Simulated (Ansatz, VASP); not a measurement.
# Mg4Sb2O9 (Mg4Sb2O9 (P-1)): VASP beside Ansatz

Aim: how closely do two programs agree when they are given the same cell, functional and k mesh? The structure shown is the start of the Ansatz relaxation below; VASP solves that cell, so the two are compared at the walk's first step.

Calculated with Ansatz 0.2.0; plane waves, with VASP 6.6.1 beside it; single point at PBEsol.

## Step 1: The structure

The cell holds 30 atoms: 8 Mg, 4 Sb and 18 O. Its edges and angles: a = 5.179 Å, b = 5.563 Å, c = 11.707 Å, α = 98.2°, β = 102.7°, γ = 90.7°.

## Step 2: Ansatz: relaxation, PBEsol

Ansatz runs on its default PAW (the set named soft_2) files.

The two programs are compared at the cell with which this relaxation starts, whose forces are those of its first step.

The input, input.yaml:

```yaml
crystal:
  lattice:
    - [5.1787903, 0.0, 0.0]
    - [-0.0722132, 5.5626937, 0.0]
    - [-2.5814828, -1.6958811, 11.2922205]
  atoms:
    - { symbol: Mg, position: [0.22479817, 0.48405613, 0.42025644] }
    - { symbol: Mg, position: [0.6166585, 0.32993404, 0.23014265] }
    - { symbol: Mg, position: [0.53700834, 0.84355073, 0.09666749] }
    - { symbol: Mg, position: [0.1118297, 0.8296282, 0.23278413] }
    - { symbol: Mg, position: [0.8881703, 0.1703718, 0.76721587] }
    - { symbol: Mg, position: [0.46299166, 0.15644927, 0.90333251] }
    - { symbol: Mg, position: [0.3833415, 0.67006596, 0.76985735] }
    - { symbol: Mg, position: [0.77520183, 0.51594387, 0.57974356] }
    - { symbol: Sb, position: [0.28560359, 0.96937328, 0.57297112] }
    - { symbol: Sb, position: [0.94339717, 0.64982339, 0.89375964] }
    - { symbol: Sb, position: [0.05660283, 0.35017661, 0.10624036] }
    - { symbol: Sb, position: [0.71439641, 0.03062672, 0.42702888] }
    - { symbol: O, position: [0.72482435, 0.90622666, 0.8335834] }
    - { symbol: O, position: [0.42509456, 0.65115726, 0.59615781] }
    - { symbol: O, position: [0.98308181, 0.48301136, 0.26334617] }
    - { symbol: O, position: [0.06378481, 0.22870871, 0.50247573] }
    - { symbol: O, position: [0.78030609, 0.97705235, 0.27185558] }
    - { symbol: O, position: [0.29188477, 0.81867137, 0.93278891] }
    - { symbol: O, position: [0.36030657, 0.86485999, 0.40420659] }
    - { symbol: O, position: [0.87779371, 0.67204851, 0.05799364] }
    - { symbol: O, position: [0.37251075, 0.58131616, 0.16575269] }
    - { symbol: O, position: [0.62748925, 0.41868384, 0.83424731] }
    - { symbol: O, position: [0.12220629, 0.32795149, 0.94200636] }
    - { symbol: O, position: [0.63969343, 0.13514001, 0.59579341] }
    - { symbol: O, position: [0.70811523, 0.18132863, 0.06721109] }
    - { symbol: O, position: [0.21969391, 0.02294765, 0.72814442] }
    - { symbol: O, position: [0.93621519, 0.77129129, 0.49752427] }
    - { symbol: O, position: [0.01691819, 0.51698864, 0.73665383] }
    - { symbol: O, position: [0.57490544, 0.34884274, 0.40384219] }
    - { symbol: O, position: [0.27517565, 0.09377334, 0.1664166] }
basis:
  ecutwfc: 420
  xc_grid: 2
hamiltonian:
  xc: pbesol
kpoints:
  mp_grid: { grid: [5, 5, 3] }
scf:
  occupations: { method: fermi_dirac, width: 0.01 }
  max_iter: 150
output:
  forces: true
  stress: true
relax:
  f_tol: 0.01
  max_steps: 60
  cell: {}
checkpoint:
  write: "../pbesol.run"
  compress: false
  write_wavefunctions: false
  write_every: 100000
```

Command:

```console
$ ansatz run input.yaml --threads 4 --pin off --max-ram 5652MiB --backend cpu --events-out ev --progress --plain --runs-dir out
```

Numbers of over 12 decimals in the logs are rounded to 6 here.

Log:

```text
Engine: ansatz 0.2.0, aarch64-unknown-linux-gnu
Pseudopotentials: kind: paw
Pseudopotential: Mg, paw, valence charge 10, recommended cutoff 420 eV (normal), Mg.paw.azcp
Pseudopotential: Sb, paw, valence charge 15, recommended cutoff 420 eV (normal), Sb.paw.azcp
Pseudopotential: O, paw, valence charge 6, recommended cutoff 420 eV (normal), O.paw.azcp
Functional definition: PBEsol
  exchange = pbesol_x
  correlation = pbesol_c
Crystal: 30 atoms, lattice volume = 325.307 Å³
Basis set: ecut = 420 eV, 6381 PW (Γ), exchange–correlation on 72×80×160 points (8 copies of the dense FFT grid, shifted against one another)
Bands: 154, of which v1, the nominal top of the filled ones, is band 124 counted from 1 (123 counted from 0)
Symmetry: 2 space group operations
Space group: P-1 (ITA 2), of the structure as read, at distance tolerance 6.9e-5 Å
k-points: 38 of 75
Non-local potential: Mg, projectors of the file, l = 0: 3, l = 1: 2, l = 2: 1
Non-local potential: Sb, projectors of the file, l = 0: 2, l = 1: 2, l = 2: 2, l = 3: 2
Non-local potential: O, projectors of the file, l = 0: 2, l = 1: 2, l = 2: 1
PAW form: soft (Blöchl's): semilocal exchange-correlation on the pseudo side does not see the compensation charge
PAW frozen core: Mg, regenerated for the run's functional, and the local potential with it (the file was generated under x = pbe(κ = 0.804, μ = 0.219515), c = pbe(β = 0.066725))
PAW frozen core: Sb, regenerated for the run's functional, and the local potential with it (the file was generated under x = pbe(κ = 0.804, μ = 0.219515), c = pbe(β = 0.066725))
PAW frozen core: O, regenerated for the run's functional, and the local potential with it (the file was generated under x = pbe(κ = 0.804, μ = 0.219515), c = pbe(β = 0.066725))
PAW one-centre angular grid: Mg, 110 points (default); XC on 64 Gauss nodes
PAW one-centre angular grid: Sb, 590 points (default); XC on 64 Gauss nodes
PAW one-centre angular grid: O, 110 points (default); XC on 64 Gauss nodes
Initial density: superposition of atomic densities (neutral atoms: chi_scale 0, normalization atom), corrected by the library's trained network
Initial wavefunctions: pseudopotential atomic-orbital guess
Functional: x = pbesol(κ = 0.804, μ = 0.123457), c = pbesol(β = 0.046)
SCF iter   1: F=—  HF=-51043.942647 eV  |F-HF|=—  |Δ(HF+E_count)|=         —  Δρ=1.47e-2  dr2=5.60e-1  ethr=1.77e-3  ⟨swp⟩=6.0  Hψ=24317  notcnv=0  defer=344
preconditioner: auto → Resta (q_TF=auto, 2.608 Å⁻¹)  ε∞=3.7  [insulator: Δε(μ)=2.453 eV  Ē_g=15.077 eV  σ=0.010 eV  W_gap=1.00  n_scr=88 (ndim 8)  ℏωp=24.7 eV  f_vac=0.023  D(μ)=0.00/eV (n_scr^D=0)  ε∞_Penn≈3.7]
SCF iter   2: F=—  HF=-51043.779598 eV  |F-HF|=—  |Δ(HF+E_count)|=   1.63e-1  Δρ=2.16e-3  dr2=1.00e-2  ethr=2.26e-4  ⟨swp⟩=2.0  Hψ=8798  notcnv=0  defer=988
SCF iter   3: F=—  HF=-51043.778801 eV  |F-HF|=—  |Δ(HF+E_count)|=   7.97e-4  Δρ=1.07e-3  dr2=3.09e-3  ethr=4.04e-6  ⟨swp⟩=2.0  Hψ=8512  notcnv=0  defer=988
SCF iter   4: F=—  HF=-51043.778881 eV  |F-HF|=—  |Δ(HF+E_count)|=   8.02e-5  Δρ=3.39e-4  dr2=3.50e-4  ethr=1.24e-6  ⟨swp⟩=2.0  Hψ=7866  notcnv=0  defer=988
SCF iter   5: F=—  HF=-51043.778893 eV  |F-HF|=—  |Δ(HF+E_count)|=   1.18e-5  Δρ=1.90e-4  dr2=9.92e-5  ethr=1.41e-7  ⟨swp⟩=2.0  Hψ=7600  notcnv=0  defer=988
SCF iter   6: F=—  HF=-51043.778914 eV  |F-HF|=—  |Δ(HF+E_count)|=   2.03e-5  Δρ=4.22e-5  dr2=5.42e-6  ethr=4.00e-8  ⟨swp⟩=2.0  Hψ=7595  notcnv=0  defer=988
SCF iter   7: F=—  HF=-51043.778916 eV  |F-HF|=—  |Δ(HF+E_count)|=   2.86e-6  Δρ=2.87e-5  dr2=2.19e-6  ethr=2.18e-9  ⟨swp⟩=2.0  Hψ=8358  notcnv=0  defer=988
SCF iter   8: F=—  HF=-51043.778916 eV  |F-HF|=—  |Δ(HF+E_count)|=   3.73e-7  Δρ=5.83e-6  dr2=1.03e-7  ethr=8.82e-10  ⟨swp⟩=2.0  Hψ=7467  notcnv=0  defer=988
SCF iter   9: F=-51043.778916 eV  HF=-51043.778916 eV  |F-HF|=3.53e-9  |Δ(HF+E_count)|=   4.59e-8  Δρ=2.13e-6  dr2=1.41e-8  ethr=4.03e-11  ⟨swp⟩=4.0  Hψ=17549  notcnv=0
SCF 1 converged in 9 iterations: F = -51043.778916 eV  dr2 = 1.41e-8
  greatest PAW one-centre occupation: 1.000 electrons in one spin orbital (limit 2), on the Mg atom at site 6 (counted from 0), in its partial waves of l = 0
relax step   1: F+E_penalty+E_count = -51043.77891609 eV  Δ(F+E_penalty+E_count) = +0.000e0 eV  max|allowed force component| = 2.548e-1 eV/Å  Δτ_max = 0.0000 Å  P = +1.908 GPa  Ω = 325.307 Å³  (9 SCF iters, dr2 threshold 1.00e-7 eV, accepted)
[...]
relax step   8: F+E_penalty+E_count = -51043.80917643 eV  Δ(F+E_penalty+E_count) = +5.529e-4 eV  max|allowed force component| = 6.843e-4 eV/Å  Δτ_max = 0.0007 Å  P = +0.003 GPa  Ω = 328.126 Å³  energy of the carried Pulay correction = -5.886e-4 eV  (6 SCF iters, dr2 threshold 1.34e-8 eV, accepted)
[...]
relax step   9: F+E_penalty+E_count = -51043.80977297 eV  Δ(F+E_penalty+E_count) = -5.965e-4 eV  max|allowed force component| = 6.906e-4 eV/Å  Δτ_max = 0.0000 Å  P = +0.004 GPa  Ω = 328.126 Å³  stress off target by 5.57e-3 GPa  SCF on the basis re-selected at this cell (its energy is not comparable with the rows above)  (4 SCF iters)
basis re-selected at this cell: Δ(F+E_penalty+E_count) = -5.965e-4 eV, ΔP = +0.001 GPa vs the last step (what re-selecting the basis moved, of the pressure what is left beyond the Pulay correction that the steps carried, after the strain that the cell walked since its last selection, with what the two solves' SCF thresholds leave and, on support functions, any second-order correction that the steps lacked; it is no m [...]
SCF converged after 4 iterations
Free energy (F): -51043.809773 eV
Harris-Foulkes:  -51043.809773 eV  (|F-HF|=2.91e-11)
Internal energy: -51043.809773 eV  (E = F + TS)
E sigma→0 (E₀):  -51043.809773 eV
Fermi energy:    9.034465 eV
--- Per-component energies (eV) ---
  E_band       = -3094.828393
  E_kinetic    = 4627.819977
  E_local      = -23101.255159  (includes V_loc(G=0)·N_el)
  E_nonlocal   = 3126.913156
  E_hartree    = 8764.999861
  E_xc         = -2105.152361
  E_vxc        = -2387.781537  (∫ρ·V_xc dr)
  E_paw        = -23026.616218  (= ΣΔE_a)
  E_vpaw       = -2890.569168  (= ΣTr[D̂ρ^β])
  E_aug_tail   = 0.044197  (compensation charges beyond the density's cutoff)
  E_ewald      = -19332.996734
  E_core_change = 2.433509  (= ΣΔE_core)
  E_smearing   = -0.000000  (= −TS)
  E_closure    = 0.000000  (closes the sum)
  Σ components = -51043.809773   (vs F -51043.809773, Δ=0.00e0)
--- Forces (eV/Å), atoms counted from 1 ---
  atom   1  Mg     0.00036004     0.00002581     0.00037460
  atom   2  Mg    -0.00031054     0.00012805    -0.00052251
  atom   3  Mg    -0.00015034    -0.00069058     0.00002540
  atom   4  Mg    -0.00016170     0.00018332     0.00028297
  atom   5  Mg     0.00016170    -0.00018332    -0.00028297
  atom   6  Mg     0.00015034     0.00069058    -0.00002540
  atom   7  Mg     0.00031054    -0.00012805     0.00052251
  atom   8  Mg    -0.00036004    -0.00002581    -0.00037460
  atom   9  Sb    -0.00008805     0.00000338    -0.00008035
  atom  10  Sb     0.00015297    -0.00034916    -0.00031786
  atom  11  Sb    -0.00015297     0.00034916     0.00031786
  atom  12  Sb     0.00008805    -0.00000338     0.00008035
  atom  13  O      0.00028329    -0.00019422     0.00029140
  atom  14  O      0.00017247    -0.00003331    -0.00025876
  atom  15  O      0.00010316     0.00004851     0.00027616
  atom  16  O     -0.00001005    -0.00011441     0.00003365
  atom  17  O      0.00022528    -0.00041303     0.00010062
  atom  18  O     -0.00059366    -0.00036321     0.00012166
  atom  19  O      0.00023979    -0.00006057    -0.00011306
  atom  20  O      0.00006931    -0.00025990    -0.00035398
  atom  21  O      0.00020447     0.00007692    -0.00008148
  atom  22  O     -0.00020447    -0.00007692     0.00008148
  atom  23  O     -0.00006931     0.00025990     0.00035398
  atom  24  O     -0.00023979     0.00006057     0.00011306
  atom  25  O      0.00059366     0.00036321    -0.00012166
  atom  26  O     -0.00022528     0.00041303    -0.00010062
  atom  27  O      0.00001005     0.00011441    -0.00003365
  atom  28  O     -0.00010316    -0.00004851    -0.00027616
  atom  29  O     -0.00017247     0.00003331     0.00025876
  atom  30  O     -0.00028329     0.00019422    -0.00029140
  max |Σ_I F_I| component: 0.00e0 eV/Å
--- Stress (GPa, compression-positive) ---
        0.002679       0.000371      -0.000546
        0.000371       0.004765       0.000120
       -0.000546       0.000119       0.005459
  P = ⅓ Tr σ = 0.0043 GPa (0.043 kbar)
--- Relaxed structure (7 steps of the walk, 6 accepted, 2 SCFs on fresh bases) ---
  F+E_penalty+E_count = -51043.80977297 eV   max|allowed force component| = 6.906e-4 eV/Å   (the final SCF, on the basis selected at the relaxed cell)
  cell:  # Å, volume = 328.1257 Å³
    - [5.197031, 0.00202378, 5.925368524781418e-5]
    - [-0.070294, 5.575733, -0.00558363]
    - [-2.591109, -1.712207, 11.325187]
  atoms:
    - { symbol: Mg, position: [0.224506, 0.483578, 0.420461] }
    - { symbol: Mg, position: [0.617898, 0.331463, 0.230164] }
    - { symbol: Mg, position: [0.535662, 0.842715, 0.096262] }
    - { symbol: Mg, position: [0.113356, 0.829841, 0.232776] }
    - { symbol: Mg, position: [0.886644, 0.170159, 0.767224] }
    - { symbol: Mg, position: [0.464338, 0.157285, 0.903738] }
    - { symbol: Mg, position: [0.382102, 0.668537, 0.769836] }
    - { symbol: Mg, position: [0.775494, 0.516422, 0.579539] }
    - { symbol: Sb, position: [0.285810, 0.969940, 0.573481] }
    - { symbol: Sb, position: [0.942815, 0.650843, 0.893887] }
    - { symbol: Sb, position: [0.057185, 0.349157, 0.106113] }
    - { symbol: Sb, position: [0.714190, 0.030060, 0.426519] }
    - { symbol: O, position: [0.722707, 0.906123, 0.833204] }
    - { symbol: O, position: [0.423960, 0.650200, 0.595953] }
    - { symbol: O, position: [0.983577, 0.484120, 0.263423] }
    - { symbol: O, position: [0.063193, 0.230380, 0.503071] }
    - { symbol: O, position: [0.780474, 0.977848, 0.271282] }
    - { symbol: O, position: [0.292019, 0.819331, 0.932564] }
    - { symbol: O, position: [0.360005, 0.863714, 0.403680] }
    - { symbol: O, position: [0.877281, 0.673376, 0.058510] }
    - { symbol: O, position: [0.372804, 0.581980, 0.165951] }
    - { symbol: O, position: [0.627196, 0.418020, 0.834049] }
    - { symbol: O, position: [0.122719, 0.326624, 0.941490] }
    - { symbol: O, position: [0.639995, 0.136286, 0.596320] }
    - { symbol: O, position: [0.707981, 0.180669, 0.067436] }
    - { symbol: O, position: [0.219526, 0.022152, 0.728718] }
    - { symbol: O, position: [0.936807, 0.769620, 0.496929] }
    - { symbol: O, position: [0.016423, 0.515880, 0.736577] }
    - { symbol: O, position: [0.576040, 0.349800, 0.404047] }
    - { symbol: O, position: [0.277293, 0.093877, 0.166796] }
```

(Continued in part 2 of 2.)

[Lines on the potential files, build, host, timing and source positions are cut from VASP's logs without a mark.]

[Logs are printed without paths, hosts, clocks, repeated set-up lines and the standing remarks that a program may print on its own settings, such as how far it seeks lower states.]

[Hosts, paths, dates, database ids (printed as entryN), source tags and the programs' standing remarks are cut or masked in the printed files.]
